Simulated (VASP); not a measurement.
SnO (Romarchite):

```xyz
4
Lattice="3.8354 0.0000 0.0000 0.0000 3.8354 0.0000 0.0000 0.0000 4.7280" Properties=species:S:1:pos:R:3 pbc="T T T"
Sn    1.9177    0.0000    1.1629
Sn    0.0000    1.9177    3.5651
O     0.0000    0.0000    0.0000
O     1.9177    1.9177    0.0000
```

Base run:

| Item | Value |
| --- | --- |
| Program | VASP 6.6.1 |
| Functional | PBE |
| Potentials or basis | VASP PAW PBE potentials, release 64 (Sn_d, O) |
| Cutoff | 520 eV |
| k mesh | 8 × 8 × 6 |
| Occupations | gaussian, width 0.03 eV |
| Spin | no spin polarisation |

Its results: pressure 2.2 GPa; largest force 0.017 eV/Å.

**Question.** After a change of settings the same cell gave: pressure -4.7 GPa; largest force 0.562 eV/Å. Which change was it?
A. k mesh from 8 × 8 × 6 to 6 × 6 × 4; spin from no spin polarisation to spin-orbit coupling, no magnetisation
B. further incar settings from ALGO = Normal; EDIFF = 1e-07 to ALGO = Normal; EDIFF = 1e-07; NBANDS = 52
C. functional from PBE to r2SCAN
D. functional from PBE to LDA; potentials or basis from VASP PAW PBE potentials, release 64 (Sn_d, O) to VASP PAW LDA potentials, release 64 (Sn_d, O)

**Answer.** D.
